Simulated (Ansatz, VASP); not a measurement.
Al3Rh2: VASP beside Ansatz

```xyz
5
Lattice="4.0314 0.0000 0.0000 -2.0157 3.4913 0.0000 0.0000 0.0000 4.9504" Properties=species:S:1:pos:R:3 pbc="T T T"
Al    0.0000    0.0000    3.6900
Al    0.0000    0.0000    1.2604
Al    2.0157    1.1638    0.0000
Rh    2.0157    1.1638    2.4752
Rh    0.0000    2.3275    0.0000
```

Change from the starting cell: species swapped into the Fe3Ge2 type (P-6m2, No. 187).

Alike in both runs: task single point; functional PBE; k mesh 6 × 6 × 4; occupations gaussian, width 0.1 eV; no spin polarisation.

```csv
,VASP,Ansatz
version,VASP 6.6.1,Ansatz 0.2.0
potentials or method,"VASP PAW PBE potentials, release 64 (Al, Rh_pv)","scalar-relativistic, plane waves, PAW"
plane-wave cutoff (eV),520,420
valence electrons in the cell,39,43
```

|  | VASP | Ansatz | Ansatz less VASP |
| --- | --- | --- | --- |
| gap on the k mesh at the Fermi level (eV) | none | none | - |
| pressure (GPa) | 19.8 | 19.8 | -0.06 |
| largest component of the traceless stress (GPa) | 4.01 | 4.04 | +0.022 |
| rms of the force components (eV/Å) | 0.221 | 0.222 | +0.0009 |

Atom by atom the forces differ by 0.001 eV/Å (rms over components). A gap of «none» marks a metal or a gap that the smearing closes. The two sets of potentials don't hold the same shells in valence.

Caveats: so large a pressure means that the cell lies far from this level's equilibrium, or that cutoff or potentials fall short (VASP).
